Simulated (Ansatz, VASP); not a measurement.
**MnS (Browneite): VASP beside Ansatz**

Aim: how closely do two programs agree when they are given the same cell, functional and k mesh? The cell is taken from a series of VASP runs on this material, whose earlier steps may have relaxed, scaled or displaced it; both programs get it as it stands.

Method: plane waves, with VASP 6.6.1 beside it; single point at r2SCAN and band structure at r2SCAN, in Ansatz 0.2.0.

**1. The structure**

The structure is cubic, space group F-43m (No. 216). The conventional cell has a = 5.600 Å, b = 5.600 Å, c = 5.600 Å, α = 90.00°, β = 90.00°, γ = 90.00°. Nearest to Mn lie 4 S at 2.42 Å. Nearest to S lie 4 Mn at 2.42 Å. Farther neighbours and most contacts between anions are not listed.

Structure file:

```
Mn S
1.0
     0.00000    2.80000    2.80000
     2.80000    0.00000    2.80000
     5.60000    5.60000    0.00000
Mn S
2 2
Cartesian
  0.0000 0.0000 0.0000
  2.8000 2.8000 0.0000
  1.4000 1.4000 1.4000
  4.2000 4.2000 1.4000
```

**2. VASP: single point, r2SCAN**

A single point gives forces, pressure and levels at one fixed geometry, so differences don't come from the geometry; what else differs is listed under the comparison.

Lines of VASP's logs that name or quote its potential files are left out, and so is its time.

The input, INCAR:

```
SYSTEM = MnS
PREC = Accurate
ENCUT = 400
EDIFF = 1E-06
NELM = 100
ISMEAR = 0
SIGMA = 0.05
LREAL = .FALSE.
ALGO = Normal
METAGGA = R2SCAN
LASPH = .TRUE.
NBANDS = 27
ISPIN = 2
MAGMOM = 4 -4 0 0
LMAXMIX = 4
LORBIT = 11
LWAVE = .FALSE.
LCHARG = .FALSE.
KPAR = 4
ISIF = 2
```

The input, POSCAR:

```
MnS
1.0
    0.0000000000      2.8000000000      2.8000000000
    2.8000000000      0.0000000000      2.8000000000
    5.6000000000      5.6000000000      0.0000000000
Mn S
2 2
Direct
    0.0000000000      0.0000000000      0.0000000000
    0.0000000000      0.0000000000      0.5000000000
    0.2500000000      0.2500000000      0.1250000000
    0.2500000000      0.2500000000      0.6250000000
```

The input, KPOINTS:

```
Automatic mesh
0
Gamma
7 7 7
0 0 0
```

PAW data sets: Mn_pv and S (PBE family, release 64).

Run with:

```bash
$ mpirun -np 4 vasp_std
```

Numbers of over 12 decimals in the logs are rounded to 6 here.

The log of the run:

```text
[banner, memory and clock lines left out]
running    4 mpi-ranks, on    1 nodes
 distrk:  each k-point on    1 cores,    4 groups
 distr:  one band on    1 cores,    1 groups

 POSCAR found type information on POSCAR MnS
 POSCAR found :  2 types and       4 ions
|                                                                             |
|               ----> ADVICE to this user running VASP <----                  |
|                                                                             |
|     You enforced a specific xc type in the INCAR file but a different       |
|     [... a line on the potential file left out ...]
|     I HOPE YOU KNOW WHAT YOU ARE DOING!                                     |
|                                                                             |

 LDA part: xc-table for (None), standard interpolation
 POSCAR, INCAR and KPOINTS ok, starting setup
 FFT: planning ... GRIDC
 FFT: planning ... GRID_SOFT
 FFT: planning ... GRID
 WAVECAR not read
 entering main loop
       N       E                     dE             d eps       ncg     rms          rms(c)
DAV:   1     0.296173107480E+03    0.29617E+03   -0.19022E+04  5464   0.122E+03
DAV:   2    -0.330247226165E+02   -0.32920E+03   -0.31853E+03  4818   0.364E+02
DAV:   3    -0.584231581511E+02   -0.25398E+02   -0.25076E+02  5759   0.105E+02
DAV:   4    -0.590884630651E+02   -0.66530E+00   -0.66368E+00  5617   0.173E+01
DAV:   5    -0.591008910847E+02   -0.12428E-01   -0.12426E-01  5704   0.271E+00    0.153E+01
DAV:   6    -0.498166391576E+02    0.92843E+01   -0.31905E+01  5488   0.561E+01    0.195E+01
DAV:   7    -0.500816481823E+02   -0.26501E+00   -0.25646E+00  5210   0.152E+01    0.113E+01
DAV:   8    -0.500304904421E+02    0.51158E-01   -0.35953E-01  5846   0.753E+00    0.674E+00
DAV:   9    -0.500447200903E+02   -0.14230E-01   -0.23414E-01  5369   0.424E+00    0.115E+00
DAV:  10    -0.500424928870E+02    0.22272E-02   -0.52671E-02  5399   0.275E+00    0.348E-01
DAV:  11    -0.500441891157E+02   -0.16962E-02   -0.42406E-03  5254   0.444E-01    0.164E-01
DAV:  12    -0.500446659785E+02   -0.47686E-03   -0.74508E-04  5091   0.237E-01    0.103E-01
DAV:  13    -0.500448172142E+02   -0.15124E-03   -0.16963E-04  5085   0.896E-02    0.823E-02
DAV:  14    -0.500448448606E+02   -0.27646E-04   -0.85249E-06  5222   0.260E-02    0.473E-02
DAV:  15    -0.500448747978E+02   -0.29937E-04   -0.16102E-05  4947   0.321E-02    0.111E-02
DAV:  16    -0.500448803451E+02   -0.55473E-05   -0.22080E-06  4629   0.120E-02    0.329E-03
DAV:  17    -0.500448754195E+02    0.49256E-05   -0.15803E-07  2724   0.411E-03    0.140E-03
DAV:  18    -0.500448742313E+02    0.11882E-05   -0.58997E-08  2574   0.178E-03    0.510E-04
DAV:  19    -0.500448742623E+02   -0.31031E-07   -0.94695E-09  2508   0.785E-04
   1 F= -.50044874E+02 E0= -.50044874E+02  d E =-.150200E-11  mag=     0.0000
```

From OUTCAR (step 2):

```text
ion  position               nearest neighbor table
   1  0.000  0.000  0.000-   3 2.42   4 2.42   3 2.42   3 2.42
   2  0.000  0.000  0.500-   3 2.42   4 2.42   4 2.42   4 2.42
   3  0.250  0.250  0.125-   1 2.42   1 2.42   1 2.42   2 2.42
   4  0.250  0.250  0.625-   2 2.42   2 2.42   1 2.42   2 2.42

  LATTYP: Found a trigonal (rhomboedric) cell.
 ALAT       =     6.8585712798
 COS(alpha) =     0.8333333333

 Subroutine GETGRP returns: Found  6 space group operations
 (whereof  6 operations were pure point group operations)

The static configuration has the point symmetry C_3v.

 Found     44 irreducible k-points:

   k-points           NKPTS =     44   k-points in BZ     NKDIM =     44   number of bands    NBANDS=     27

   dimension x,y,z NGX =    28 NGY =   28 NGZ =   54
   dimension x,y,z NGXF=    56 NGYF=   56 NGZF=  108

   ENCUT  =  400.0 eV  29.40 Ry    5.42 a.u.   6.46  6.46 12.91*2*pi/ulx,y,z

   NELECT =      38.0000    total number of electrons

 k-points in reciprocal lattice and weights: Automatic mesh
   0.00000000  0.00000000  0.00000000       0.003
   0.14285714  0.00000000  0.00000000       0.017
   0.28571429  0.00000000  0.00000000       0.017
   0.42857143  0.00000000  0.00000000       0.017
   0.14285714  0.14285714  0.00000000       0.017
   0.28571429  0.14285714  0.00000000       0.035
   0.42857143  0.14285714  0.00000000       0.035
  -0.42857143  0.14285714  0.00000000       0.035
  -0.28571429  0.14285714  0.00000000       0.035
[...]
0.00000000  0.00000000  0.42857143       0.006
   0.42857143  0.00000000  0.42857143       0.017

 average (electrostatic) potential at core
       1 -75.9896       2 -75.9896       3 -90.1851       4 -90.1851

 E-fermi :   3.9987

 spin component 1
 k-point     1 :       0.0000    0.0000    0.0000
  band No.  band energies     occupation
    ...
     15       1.3656      1.00000
     16       1.3657      1.00000
     17       2.9234      1.00000
     18       3.7756      1.00000
     19       3.7757      1.00000
     20       6.1288      0.00000
     21       6.2358      0.00000
     22       6.2374      0.00000
     23       7.3125      0.00000
     24       7.8028      0.00000
    ...

 k-point     2 :       0.1429    0.0000    0.0000
  band No.  band energies     occupation
    ...
     15       1.2005      1.00000
     16       1.3444      1.00000
     17       2.7083      1.00000
     18       3.2016      1.00000
     19       3.5579      1.00000
     20       6.1182      0.00000
     21       6.2223      0.00000
     22       6.8445      0.00000
     23       7.0963      0.00000
     24       7.6385      0.00000
    ...

 k-point     3 :       0.2857    0.0000    0.0000
  band No.  band energies     occupation
    ...
     15       1.0118      1.00000
     16       1.2787      1.00000
     17       2.0086      1.00000
     18       2.7426      1.00000
     19       3.1086      1.00000
     20       5.8373      0.00000
     21       6.2487      0.00000
     22       6.5323      0.00000
     23       7.0940      0.00000
     24       7.3972      0.00000
    ...

 k-point     4 :       0.4286    0.0000    0.0000
  band No.  band energies     occupation
    ...
     15       1.0560      1.00000
     16       1.1882      1.00000
     17       1.5814      1.00000
     18       2.5458      1.00000
     19       2.7690      1.00000
     20       5.5948      0.00000
     21       6.2236      0.00000
     22       6.3919      0.00000
     23       6.6119      0.00000
     24       7.0352      0.00000
    ...

 k-point     5 :       0.1429    0.1429    0.0000
  band No.  band energies     occupation
    ...
     15       1.1741      1.00000
     16       1.3391      1.00000
     17       2.6901      1.00000
     18       3.1890      1.00000
     19       3.5359      1.00000
     20       6.0675      0.00000
     21       6.2923      0.00000
     22       6.8565      0.00000
     23       7.2416      0.00000
     24       7.5854      0.00000
    ...

 k-point     6 :       0.2857    0.1429    0.0000
  band No.  band energies     occupation
    ...
     15       1.0240      1.00000
     16       1.2636      1.00000
     17       2.3532      1.00000
     18       2.7017      1.00000
     19       3.1379      1.00000
     20       5.9142      0.00000
     21       6.1821      0.00000
     22       6.7250      0.00000
     23       7.1071      0.00000
     24       7.3908      0.00000
    ...

  Total       -0.7237247     -0.7237247     -0.7237247     -0.5708790      0.5708790      0.5708790
  in kB      -13.2053495    -13.2053495    -13.2053495    -10.4164704     10.4164704     10.4164704
  external PRESSURE =     -13.2053495 kB  Pullay stress =       0.0000000 kB

  energy-cutoff  :      400.00
  volume of cell :       87.81
      direct lattice vectors                 reciprocal lattice vectors
     0.000000000  2.800000000  2.800000000    -0.178571429  0.178571429  0.178571429
     2.800000000  0.000000000  2.800000000     0.178571429 -0.178571429  0.178571429
     5.600000000  5.600000000  0.000000000     0.089285714  0.089285714 -0.089285714

 POSITION                                       TOTAL-FORCE (eV/Angst)
 -----------------------------------------------------------------------------------
      0.00000      0.00000      0.00000        -0.129612     -0.129612      0.129612
      2.80000      2.80000      0.00000        -0.129612     -0.129612      0.129612
      1.40000      1.40000      1.40000         0.129612      0.129612     -0.129612
      4.20000      4.20000      1.40000         0.129612      0.129612     -0.129612
 -----------------------------------------------------------------------------------
    total drift:                                0.017590      0.017590     -0.018790

  FREE ENERGIE OF THE ION-ELECTRON SYSTEM (eV)
  ---------------------------------------------------
  free  energy   TOTEN  =       -50.0448742623 eV

  energy  without entropy=      -50.0448742623  energy(sigma->0) =      -50.04487426

 total charge
# of ion       s       p       d       tot
------------------------------------------
    1        0.268   6.205   4.898  11.371
    2        0.268   6.205   4.898  11.371
    3        1.301   2.483   0.000   3.784
    4        1.301   2.483   0.000   3.784
--------------------------------------------------
tot          3.139  17.376   9.795  30.311

 magnetization (x)
# of ion       s       p       d       tot
------------------------------------------
    1        0.033   0.050   4.266   4.349
    2       -0.033  -0.050  -4.266  -4.349
    3        0.006   0.028   0.000   0.034
    4       -0.006  -0.028   0.000  -0.034
--------------------------------------------------
tot          0.000   0.000   0.000   0.000

[... 1 further part left out ...]
```

The magnetic state follows from one typed start and may not be the lowest. The gap is read on the k-mesh alone, so it is an upper bound where the band edges lie off the mesh.

[end of part 1 of 3]

[Lines on the potential files, build, host, timing and source positions are cut from VASP's logs without a mark.]

[Logs are printed without paths, hosts, clocks, repeated set-up lines and the standing remarks that a program may print on its own settings, such as how far it seeks lower states.]

[Hosts, paths, dates, database ids (printed as entryN), source tags and the programs' standing remarks are cut or masked in the printed files.]
